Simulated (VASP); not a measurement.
Here is the system:

```yaml
crystal:
  lattice:
    - [1.25500, -2.17372, 0.00000]
    - [1.25500, 2.17372, 0.00000]
    - [0.00000, 0.00000, 4.07000]
  atoms:
    - { symbol: Co, position: [0.33333, 0.66667, 0.25000], spin: 1.8 }
    - { symbol: Co, position: [0.66667, 0.33333, 0.75000], spin: 1.8 }
```

Level of theory: PBE GGA, VASP's PBE PAW potentials (set 64) (plane waves; VASP). Numerical set-up: LREAL = Auto, 400 eV cut-off, 15×15×8 Γ-centred mesh, first-order Methfessel-Paxton smearing of 0.10 eV, potentials Co.

### Question
Estimate the cell moment, energy per atom (σ→0), pressure, band gap (on the k-mesh) with the smallest direct gap where there is one.

### Answer

```json
{
  "band gap (on the k-mesh)": "none (metal, semimetal or under 0.01 eV)",
  "cell_moment": "3.28 μB",
  "energy per atom (σ→0)": "-7.033 eV/atom",
  "pressure": "-5.43 GPa"
}
```

### Question
Give the moment on each site (PAW-sphere projection).

### Answer

| site | moment (μB) |
|---|---|
| Co1 | 1.67 |
| Co2 | 1.67 |

The absolute energy has meaning only against runs of the same code, potentials and settings.

The compound is Co in the hcp structure. The cell was not relaxed at this level. The run is one of a series of settings (LREAL = Auto against the base run), some of them coarse on purpose.
